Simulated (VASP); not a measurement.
Calculation: optB88-vdW, VASP's PBE PAW potentials (set 64) (plane waves; VASP).

VASP input:

**KPOINTS**
```
Automatic mesh
0
Gamma
8 8 8
0 0 0
```

INCAR:
```
AGGAC=0.0
ALGO=Normal
EDIFF=1E-6
EDIFFG=-0.01
ENCUT=520
GGA=BO
IBRION=2
ISIF=3
ISMEAR=1
LASPH=.TRUE.
LCHARG=.FALSE.
LMAXMIX=4
LREAL=.FALSE.
LUSE_VDW=.TRUE.
LWAVE=.FALSE.
NELM=100
NSW=60
PARAM1=0.1833333333
PARAM2=0.22
PREC=Accurate
SIGMA=0.1
SYSTEM=Cs
```

POSCAR:
```
Cs
1.0
 -2.9443065742   2.9443065742   2.9443065742
  2.9443065742  -2.9443065742   2.9443065742
  2.9443065742   2.9443065742  -2.9443065742
Cs
1
Cart
  5.8886131484   0.0000000000   0.0000000000
```

POTCAR, in this order: Cs_sv (PBE.64 set). Program: vasp_std.

Unless said otherwise, spin-orbit coupling is left out, though it shifts the bands of the heavy elements here.

Task: Estimate the energy per atom (σ→0), band gap (on the k-mesh).

Result: 
energy per atom (σ→0): 2.040 eV/atom
band gap (on the k-mesh): none (metal, semimetal or under 0.01 eV)

File OSZICAR:
```
...
DAV:   5     0.203751814698E+01   -0.82404E-04   -0.82403E-04   608   0.147E-01    0.193E-01
DAV:   6     0.203844803865E+01    0.92989E-03   -0.89229E-04   760   0.174E-01    0.120E-01
DAV:   7     0.203873406648E+01    0.28603E-03   -0.24199E-03   568   0.286E-01    0.294E-02
DAV:   8     0.203860155515E+01   -0.13251E-03   -0.23626E-04   656   0.776E-02    0.714E-03
DAV:   9     0.203858376827E+01   -0.17787E-04   -0.25635E-05   696   0.215E-02    0.320E-03
DAV:  10     0.203857959857E+01   -0.41697E-05   -0.16119E-05   600   0.175E-02    0.104E-03
DAV:  11     0.203857935296E+01   -0.24561E-06   -0.41458E-07   704   0.335E-03
   1 F= 0.20385794E+01 E0= 0.20395325E+01  d E =0.203858E+01
```

The compound is Cs in the bcc structure. It was relaxed first, which changed the volume by -10 %. The start is the result of an earlier pass.
